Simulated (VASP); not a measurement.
# XPS shifts in PtW9

Which atoms of PtW9 bind their core electrons more tightly, and does the hole change the order?

Program: VASP 6.6.1. Level of theory: PBEsol; plane waves and PAW (Pt, W), in the first sound run; inputs show where later runs differ. Results are calculated unless marked as measured.

Report form: the programs' logs are mostly left out.

## Step 1: Set-up

The cell holds 20 atoms: 2 Pt and 18 W. Its edges and angles: a = 6.340 Å, b = 6.340 Å, c = 20.340 Å, α = 90.0°, β = 90.0°, γ = 90.0°. It derives from W. Pt replaces host atoms (quarter in the top layer, both faces). Regions: layer 1, 4 atoms (3 W and 1 Pt); layer 2, 4 atoms (4 W); layer 3, 4 atoms (4 W); other layers, 8 atoms (7 W and 1 Pt). Vacuum lies along c.

## Step 2: Relaxation

The free atoms are relaxed first inside the given cell, which is kept (ISIF = 0), since core levels depend on the positions.

INCAR reads:

```
SYSTEM = PtW9
PREC = Normal
ENCUT = 330
EDIFF = 1E-05
NELM = 100
ISMEAR = 0
SIGMA = 0.1
LREAL = Auto
ALGO = Fast
GGA = PS
NBANDS = 84
LASPH = .TRUE.
LWAVE = .FALSE.
LCHARG = .FALSE.
NCORE = 8
IBRION = 2
NSW = 50
ISIF = 0
EDIFFG = -0.05
```

POSCAR reads:

```
PtW9
1.0
    6.3400000000      0.0000000000      0.0000000000
    0.0000000000      6.3400000000      0.0000000000
    0.0000000000      0.0000000000     20.3400000000
Pt W
2 18
Selective dynamics
Direct
    0.0000000000      0.0000000000      0.6558505410  T T T
    0.0000000000      0.0000000000      0.3441494590  T T T
    0.5000000000      0.0000000000      0.6558505410  T T T
    0.0000000000      0.5000000000      0.6558505410  T T T
    0.5000000000      0.5000000000      0.6558505410  T T T
    0.2500000000      0.2500000000      0.5779252700  T T T
    0.7500000000      0.2500000000      0.5779252700  T T T
    0.2500000000      0.7500000000      0.5779252700  T T T
    0.7500000000      0.7500000000      0.5779252700  T T T
    0.0000000000      0.0000000000      0.5000000000  F F F
    0.5000000000      0.0000000000      0.5000000000  F F F
    0.0000000000      0.5000000000      0.5000000000  F F F
    0.5000000000      0.5000000000      0.5000000000  F F F
    0.2500000000      0.2500000000      0.4220747300  T T T
    0.7500000000      0.2500000000      0.4220747300  T T T
    0.2500000000      0.7500000000      0.4220747300  T T T
    0.7500000000      0.7500000000      0.4220747300  T T T
    0.5000000000      0.0000000000      0.3441494590  T T T
    0.0000000000      0.5000000000      0.3441494590  T T T
    0.5000000000      0.5000000000      0.3441494590  T T T
```

KPOINTS reads:

```
Automatic mesh
0
Gamma
3 3 1
0 0 0
```

Potentials, in the order of the species: Pt and W (PBE family, release 64).

Command:

```sh
$ mpirun -np 8 vasp_std
```

Run time: 79 s. Hardware: 8 MPI ranks of AMD EPYC 7R43, shared host; peak memory 0.8 GiB.

The PAW data sets were made with PBE, which is usual practice but a small mismatch for other functionals. The data set W keeps the semicore shell frozen, which is cheaper and a little less accurate. The run keeps the 16 symmetry operations of its start, so it cannot find a distortion of lower symmetry.

The steps of the relaxation:

| step | energy less that of the first step (eV) | largest force (eV/Å) |
| --- | --- | --- |
| 1 | 0.0000 | 2.6441 |
| 2 | -1.8484 | 1.1835 |
| 3 | -1.8749 | 0.9305 |
| 4 | -2.2160 | 0.6962 |
| 5 | -2.3367 | 0.7522 |
| 6 | -2.4486 | 0.3852 |
| 7 | -2.4731 | 0.2199 |
| 8 | -2.4778 | 0.1380 |
| 9 | -2.4794 | 0.1207 |
| 10 | -2.4812 | 0.0252 |

The atoms that moved most (Å):

| atom | dx | dy | dz | length |
| --- | --- | --- | --- | --- |
| W20 | 0.000 | 0.000 | 0.239 | 0.239 |
| W5 | 0.000 | 0.000 | -0.239 | 0.239 |
| W18 | 0.000 | 0.000 | 0.233 | 0.233 |
| W19 | 0.000 | 0.000 | 0.233 | 0.233 |
| W3 | 0.000 | 0.000 | -0.233 | 0.233 |
| W4 | 0.000 | 0.000 | -0.233 | 0.233 |
| Pt2 | 0.000 | 0.000 | 0.223 | 0.223 |
| Pt1 | 0.000 | 0.000 | -0.223 | 0.223 |

The relaxed structure:

```xyz
20
Lattice="6.3400 0.0000 0.0000 0.0000 6.3400 0.0000 0.0000 0.0000 20.3400" Properties=species:S:1:pos:R:3
Pt    0.0000    0.0000   13.1171
Pt    0.0000    0.0000    7.2229
W     3.1700    0.0000   13.1068
W     0.0000    3.1700   13.1068
W     3.1700    3.1700   13.1014
W     1.6103    1.6103   11.7497
W     4.7297    1.6103   11.7497
W     1.6103    4.7297   11.7497
W     4.7297    4.7297   11.7497
W     0.0000    0.0000   10.1700
W     3.1700    0.0000   10.1700
W     0.0000    3.1700   10.1700
W     3.1700    3.1700   10.1700
W     1.6103    1.6103    8.5903
W     4.7297    1.6103    8.5903
W     1.6103    4.7297    8.5903
W     4.7297    4.7297    8.5903
W     3.1700    0.0000    7.2332
W     0.0000    3.1700    7.2332
W     3.1700    3.1700    7.2386
```

Numbers from this step:

- free energy (TOTEN): -245.7400 eV
- energy at zero smearing: -245.7000 eV
- Fermi energy: 0.5338 eV

The forces on the free atoms are under 0.05 eV/Å.

## Step 3: Initial state

The cell without a hole gives, with ICORELEVEL = 1, the Kohn-Sham core levels of the initial state.

INCAR reads:

```
SYSTEM = PtW9
PREC = Normal
ENCUT = 330
EDIFF = 1E-05
NELM = 120
ISMEAR = 0
SIGMA = 0.1
LREAL = Auto
ALGO = Fast
GGA = PS
NBANDS = 84
LASPH = .TRUE.
LORBIT = 11
LWAVE = .FALSE.
LCHARG = .FALSE.
NCORE = 8
ICORELEVEL = 1
ISIF = 0
LVHAR = .TRUE.
```

POSCAR reads:

```
PtW9
1.0
    6.3400000000      0.0000000000      0.0000000000
    0.0000000000      6.3400000000      0.0000000000
    0.0000000000      0.0000000000     20.3400000000
Pt W
2 18
Direct
    0.0000000000      0.0000000000      0.6448911614
    0.0000000000      0.0000000000      0.3551088386
    0.5000000000      0.0000000000      0.6443857841
    0.0000000000      0.5000000000      0.6443857841
    0.5000000000      0.5000000000      0.6441192326
    0.2539855383      0.2539855383      0.5776636736
    0.7460144617      0.2539855383      0.5776636736
    0.2539855383      0.7460144617      0.5776636736
    0.7460144617      0.7460144617      0.5776636736
    0.0000000000      0.0000000000      0.5000000000
    0.5000000000      0.0000000000      0.5000000000
    0.0000000000      0.5000000000      0.5000000000
    0.5000000000      0.5000000000      0.5000000000
    0.2539855383      0.2539855383      0.4223363264
    0.7460144617      0.2539855383      0.4223363264
    0.2539855383      0.7460144617      0.4223363264
    0.7460144617      0.7460144617      0.4223363264
    0.5000000000      0.0000000000      0.3556142159
    0.0000000000      0.5000000000      0.3556142159
    0.5000000000      0.5000000000      0.3558807674
```

KPOINTS is that of step 2.

Command:

```sh
$ mpirun -np 8 vasp_std
```

Elapsed: 23 s, on 8 MPI ranks; peak memory 0.82 GiB; 3 min of CPU time.

These are scalar-relativistic Kohn-Sham levels of the ground state, with no core hole, so they are not binding energies.

The two shallowest core shells; atoms whose shallowest level rounds to another's at 0.01 eV are left out. Core levels, by row:

| atom | shell | level below the Fermi level (eV) |
| --- | --- | --- |
| Pt1 | 4f | 67.26 |
| Pt1 | 5p | 52.82 |
| W3 | 5p | 38.07 |
| W3 | 4f | 28.21 |
| W5 | 5p | 38.13 |
| W5 | 4f | 28.24 |
| W6 | 5p | 38.16 |
| W6 | 4f | 28.22 |
| W10 | 5p | 38.34 |
| W10 | 4f | 28.53 |
| W11 | 5p | 38.41 |
| W11 | 4f | 28.58 |
| W13 | 5p | 38.13 |
| W13 | 4f | 28.14 |

## Step 4: Core hole, atom W5

This step: final-state core hole with the electron kept at the Fermi level, PBEsol; plane waves and PAW (W, Pt, W) (VASP 6.6.1).

System of this step: PtW9. The cell holds 20 atoms: 18 W and 2 Pt. Cell: a = 6.340 Å, b = 6.340 Å, c = 20.340 Å, α = 90.0°, β = 90.0°, γ = 90.0°. It derives from W. Pt replaces host atoms (quarter in the top layer, both faces). Vacuum lies along c.

A core electron of W5 (4f) is moved to the Fermi level; this atom comes first in POSCAR as a species of its own.

Edit INCAR of step 3 so:

```diff
@@ -12,3 +12,2 @@
 LASPH = .TRUE.
-LORBIT = 11
 LWAVE = .FALSE.
@@ -16,4 +15,7 @@
 NCORE = 8
-ICORELEVEL = 1
+ICORELEVEL = 2
+CLNT = 1
+CLN = 4
+CLL = 3
+CLZ = 1
 ISIF = 0
-LVHAR = .TRUE.
```

Edit POSCAR of step 3 so:

```diff
@@ -5,5 +5,6 @@
     0.0000000000      0.0000000000     20.3400000000
-Pt W
-2 18
+W Pt W
+1 2 17
 Direct
+    0.5000000000      0.5000000000      0.6441192326
     0.0000000000      0.0000000000      0.6448911614
@@ -12,3 +13,2 @@
     0.0000000000      0.5000000000      0.6443857841
-    0.5000000000      0.5000000000      0.6441192326
     0.2539855383      0.2539855383      0.5776636736
```

KPOINTS is that of step 3.

Potentials, in the order of the species: W, Pt and W (PBE family, release 64).

Command:

```sh
$ mpirun -np 8 vasp_std
```

Wall time 21 s (8 MPI ranks); peak memory 0.79 GiB; 2.6 min of CPU time.

This run has no spin polarisation. The data set W keeps the semicore shell frozen, which is cheaper and a little less accurate.

This step gave:

```
free energy (TOTEN)     : -276.0748 eV
energy at zero smearing : -276.0261 eV
Fermi energy            : 0.5141 eV
```

This is the reference for holes on W.

## Step 5: Core hole, atom W4

The same hole on the next atom.

INCAR is that of step 4.

Edit POSCAR of step 4 so:

```diff
@@ -8,3 +8,3 @@
 Direct
-    0.5000000000      0.5000000000      0.6441192326
+    0.0000000000      0.5000000000      0.6443857841
     0.0000000000      0.0000000000      0.6448911614
@@ -12,3 +12,3 @@
     0.5000000000      0.0000000000      0.6443857841
-    0.0000000000      0.5000000000      0.6443857841
+    0.5000000000      0.5000000000      0.6441192326
     0.2539855383      0.2539855383      0.5776636736
```

KPOINTS is that of step 4.

Command:

```sh
$ mpirun -np 8 vasp_std
```

Wall time 26 s (8 MPI ranks); peak memory 0.8 GiB.

Against the hole on W5 the energy differs by +0.03 eV.

## Step 6: Core hole, atom W6

INCAR is that of step 5.

Edit POSCAR of step 5 so:

```diff
@@ -8,3 +8,3 @@
 Direct
-    0.0000000000      0.5000000000      0.6443857841
+    0.2539855383      0.2539855383      0.5776636736
     0.0000000000      0.0000000000      0.6448911614
@@ -12,4 +12,4 @@
     0.5000000000      0.0000000000      0.6443857841
+    0.0000000000      0.5000000000      0.6443857841
     0.5000000000      0.5000000000      0.6441192326
-    0.2539855383      0.2539855383      0.5776636736
     0.7460144617      0.2539855383      0.5776636736
```

KPOINTS is that of step 5.

Command:

```sh
$ mpirun -np 8 vasp_std
```

Wall time 19 s (8 MPI ranks); peak memory 0.79 GiB; 2.5 min of CPU time.

Against the hole on W5 the energy differs by +0.30 eV.

## Step 7: Summary

This step: core-level shifts, PBEsol; plane waves and PAW (VASP 6.6.1).

Derived from the runs above.

A positive shift is a higher binding energy. Cost is wall time times ranks on a shared host. Core-level shifts:

| atom | region | shell | Kohn-Sham level below the Fermi level (eV) | initial-state shift (eV) | final-state shift (eV) | shifts are from | cost (core minutes) |
| --- | --- | --- | --- | --- | --- | --- | --- |
| W5 | layer 1 | 4f | 28.24 | 0 | 0 | W5 | 2.8 |
| W4 | layer 1 | 4f | 28.21 | -0.0249 | 0.03265 | W5 | 3.47 |
| W6 | layer 2 | 4f | 28.22 | -0.0153 | 0.2995 | W5 | 2.53 |

## Step 8: Outcome

| Property | Result |
| --- | --- |
| W4 4f (layer 1), from W5 | initial state -0.02 eV, final state +0.03 eV |
| W6 4f (layer 2), from W5 | initial state -0.02 eV, final state +0.30 eV |

What this shows: Against W5, W4 is shifted by -0.02 eV in the initial state and by +0.03 eV with the hole; against W5, W6 is shifted by -0.02 eV in the initial state and by +0.30 eV with the hole (energies extrapolated to zero smearing). Only these atoms were given a hole, so other sites aren't ranked. The difference of the two pictures holds the screening of the hole, but also the cell's limits: holes repeat 6.3 Å apart, and the electron from the core stays in the cell, where it moves the Fermi energy by -0.04 to -0.02 eV; that is about as much as the final-state shift of W4, or more, so there size and sign aren't settled. Cell size, mesh and smearing weren't varied between the hole runs, and no dipole correction was applied to the slab. The other core electrons are frozen, spin-orbit splitting and multiplets are absent, and only shifts between atoms of one element are meaningful. Not tabulated here, as repeats of values shown or as unfit to read for their mesh, reference level or band range: core levels (core hole).

[Lines on the potential files, build, host, timing and source positions are cut from VASP's logs without a mark.]

[Logs are printed without paths, hosts, clocks, repeated set-up lines and the standing remarks that a program may print on its own settings, such as how far it seeks lower states.]

[Hosts, paths, dates, database ids (printed as entryN), source tags and the programs' standing remarks are cut or masked in the printed files.]
